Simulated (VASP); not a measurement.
Input for VASP

**POSCAR**
```
CuI
1.0
  0.0000000000   2.8355038101   2.8355038101
  2.8355038101   0.0000000000   2.8355038101
  2.8355038101   2.8355038101   0.0000000000
Cu I
1 1
Cart
  0.0000000000   0.0000000000   0.0000000000
  1.4177519051   1.4177519051   1.4177519051
```

INCAR:
```
SYSTEM  =  CuI
PREC  =  Accurate; ENCUT  =  500; LREAL  =  F
LASPH  =  T
EDIFF  =  1E-6; NELM  =  100; ALGO  =  Normal
LMAXMIX  =  4
ISMEAR  =  0; SIGMA  =  0.05
GGA  =  PS
IBRION  =  2; NSW  =  40; ISIF  =  3
EDIFFG  =  -0.02; PSTRESS  =  200
LWAVE  =  F; LCHARG  =  F
```

**KPOINTS**
```
Automatic
0
gamma
  8 8 8
0 0 0
```

POTCAR, in this order: Cu I (PBE.64 set). Program: vasp_std.

Problem. Write an equivalent input for Ansatz.

Solution. One equivalent input (not run):
Ansatz 0.2 input:
```yaml
crystal:
  lattice:
    - [0.0000000, 2.8355038, 2.8355038]
    - [2.8355038, 0.0000000, 2.8355038]
    - [2.8355038, 2.8355038, 0.0000000]
  atoms:
    - { symbol: Cu, position: [0.0000000, 0.0000000, 0.0000000] }
    - { symbol: I, position: [0.2500000, 0.2500000, 0.2500000] }
kpoints:
  mp_grid: { grid: [8, 8, 8] }
hamiltonian:
  xc: pbesol
  pseudopotentials: { kind: paw }
scf:
  occupations: { method: gaussian, width: 0.05 }
  max_iter: 100
relax:
  max_steps: 40
  f_tol: 0.02
  cell: { p_target: 20 }
output: { forces: true, stress: true, eigenvalues: true }
```
What does not carry over: each code has its own PAW files, so the cut-off isn't converted (ENCUT is set for VASP's; basis.ecutwfc is left out, and Ansatz then takes the one that its files recommend); Ansatz stops its SCF on the density residual and VASP on the energy change (EDIFF).

The structure was generated: CuI was put into the zinc blende type (F-43m), which need not be its known phase. This run relaxes it under an external pressure of 20 GPa. Symmetry was kept, so distortions that lower it aren't found.
